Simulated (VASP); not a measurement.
A convergence study with VASP on AgCl (rock salt): one setting is varied, all else stays as given below, so the limit is that of these other settings. Each run relaxes cell and ions; the cell shown is the tightest run's result. The basis is that of the starting cell, so low cut-offs carry a Pulay error.

```
AgCl
1.0
    0.00000     2.80447     2.80447
    2.80447     0.00000     2.80447
    2.80447     2.80447     0.00000
Ag Cl
1 1
Direct
  0.00000   0.00000   0.00000
  0.50000   0.50000   0.50000
```

These are PBE GGA, VASP's PBE PAW potentials (set 64) (plane waves; VASP) values and carry that method's errors. The tightest run used: 700 eV cut-off, 7×7×7 Γ-centred mesh, Gaussian smearing of 0.050 eV, potentials Ag Cl.

The reference is ENCUT = 700, which took about 30 core-seconds. Costs are core time on shared hosts, one run each; read them as rough ratios.

Problem. Of the settings ENCUT = 200; ENCUT = 250; ENCUT = 300; ENCUT = 350; ENCUT = 400; ENCUT = 450; ENCUT = 500; ENCUT = 550; ENCUT = 600; ENCUT = 650; ENCUT = 700, which is the lowest that keeps the difference from the reference in relaxed volume (Å³/atom) within 0.1 from there on, and what does it cost?

Solution. ENCUT = 450; its cost over the reference is within a factor of 2.
```tsv
setting	difference in relaxed volume (Å³/atom)	cost over the reference
ENCUT = 200	3.865	within a factor of 2
ENCUT = 250	1.081	about 1/2
ENCUT = 300	0.196	within a factor of 2
ENCUT = 350	0.236	within a factor of 2
ENCUT = 400	0.141	within a factor of 2
ENCUT = 450	0.047	within a factor of 2
ENCUT = 500	0.032	within a factor of 2
ENCUT = 550	0.036	within a factor of 2
ENCUT = 600	0.025	within a factor of 2
ENCUT = 650	0.008	within a factor of 2
ENCUT = 700	0.000	reference
```

Left out are rungs that failed or repeat a setting and relaxations that didn't move; long series are thinned to 24 rows.

The compound is AgCl in the rock salt structure.
